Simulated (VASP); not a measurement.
Energy against volume of PbSe (rock salt). These are MS2 meta-GGA, VASP's PBE PAW potentials (set 64) (plane waves; VASP 6.6.1) values and carry that method's errors. Run with 520 eV cut-off, 8×8×8 Γ-centred mesh, Gaussian smearing of 0.050 eV, potentials Pb_d Se.

| V (Å³/atom) | E (eV/atom) |
|---|---|
| 27.124 | 5.40495 |
| 27.990 | 5.38980 |
| 28.856 | 5.38469 |
| 29.721 | 5.38823 |

**Question.** Fit these four points and predict the energy of the run at 30.587 Å³/atom.

**Answer.** A cubic in V^(−2/3), the third-order Birch-Murnaghan form, passes through the four points with V0 = 28.91 Å³/atom and B0 = 53 GPa, and gives 5.3992 eV/atom there. The run gave 5.3990 eV/atom, -0.3 meV/atom from the fit; all five points give B0 = 52 GPa.

The compound is PbSe in the rock salt structure. It was relaxed first.
